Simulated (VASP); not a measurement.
OSZICAR of a VASP run on C (graphite):

**OSZICAR**
```
       N       E                     dE             d eps       ncg     rms          rms(c)
DAV:   1    -0.413764788819E+05   -0.41376E+05   -0.12209E+06  1232   0.205E+06
DAV:   2    -0.517121593273E+05   -0.10336E+05   -0.10306E+05  2016   0.115E+04
DAV:   3    -0.519065162548E+05   -0.19436E+03   -0.21181E+03  2112   0.259E+03
DAV:   4    -0.520391863011E+05   -0.13267E+03   -0.13715E+03  2092   0.308E+02
DAV:   5    -0.520751311535E+05   -0.35945E+02   -0.57424E+02  1948   0.108E+02    0.123E+01
DAV:   6    -0.418970060929E+02    0.52033E+05   -0.30700E+03  1320   0.128E+02    0.537E+00
DAV:   7    -0.414884396409E+02    0.40857E+00   -0.17243E+00  1456   0.811E+00    0.340E+00
DAV:   8    -0.855290035031E+06   -0.85525E+06   -0.13551E+07  1248   0.252E+07    0.481E+00
DAV:   9    -0.382344012088E+02    0.85525E+06   -0.14630E+03  1260   0.122E+02    0.127E+00
DAV:  10    -0.409062075767E+02   -0.26718E+01   -0.12419E+01  1536   0.681E+00    0.473E-01
DAV:  11    -0.412611570042E+02   -0.35495E+00   -0.24545E+00  1400   0.353E+00    0.405E-01
DAV:  12    -0.413585801782E+02   -0.97423E-01   -0.41454E-02  1284   0.106E+00    0.399E-01
DAV:  13    -0.413952904566E+02   -0.36710E-01   -0.47399E-03  1364   0.748E-01    0.323E-01
DAV:  14    -0.414073756629E+02   -0.12085E-01   -0.19809E-03  1360   0.415E-01    0.209E-01
DAV:  15    -0.414105551167E+02   -0.31795E-02   -0.46098E-04  1320   0.309E-01    0.110E-01
DAV:  16    -0.414114242097E+02   -0.86909E-03   -0.35764E-04  1364   0.209E-01    0.795E-02
DAV:  17    -0.414113174252E+02    0.10678E-03   -0.21996E-04  1356   0.120E-01    0.414E-02
DAV:  18    -0.414113461750E+02   -0.28750E-04   -0.49793E-05  1352   0.636E-02    0.286E-02
DAV:  19    -0.414112933201E+02    0.52855E-04   -0.17102E-05  1360   0.447E-02    0.277E-02
DAV:  20    -0.414113089998E+02   -0.15680E-04   -0.16601E-06  1424   0.147E-02    0.231E-02
DAV:  21    -0.414113051567E+02    0.38431E-05   -0.49630E-06  1344   0.205E-02    0.174E-02
DAV:  22    -0.414113302044E+02   -0.25048E-04   -0.86852E-07  1348   0.103E-02    0.134E-02
DAV:  23    -0.414113509209E+02   -0.20716E-04   -0.82253E-07  1316   0.979E-03    0.940E-03
DAV:  24    -0.414113678085E+02   -0.16888E-04   -0.19892E-06  1324   0.138E-02    0.343E-03
DAV:  25    -0.414113694799E+02   -0.16714E-05   -0.32106E-07  1420   0.538E-03    0.111E-03
DAV:  26    -0.414113696992E+02   -0.21926E-06   -0.13208E-08   800   0.133E-03    0.639E-04
DAV:  27    -0.414113697050E+02   -0.58503E-08   -0.10331E-08   792   0.104E-03
   1 F= -.41411370E+02 E0= -.41411370E+02  d E =0.000000E+00
       N       E                     dE             ncg
       N       E                     dE             ncg
```

**Question.** Which electronic solver shows in the log?

**Answer.** It is blocked Davidson (ALGO = Normal, or the opening steps of other solvers). The INCAR had ALGO = Normal.

**Question.** Can the final energy be trusted as converged?

**Answer.** The calculation finished and met its thresholds. It stopped with EDIFF = 1E-7, NELM = 100 (revTPSS meta-GGA, plane waves, VASP's PBE PAW potentials (set 64)). Without a dispersion term in the relaxation, distances and binding between the weakly bound layers, chains or molecules are unreliable, and so is what depends on them.

The compound is C in the graphite structure. It was relaxed first, which changed the volume by +16 %.
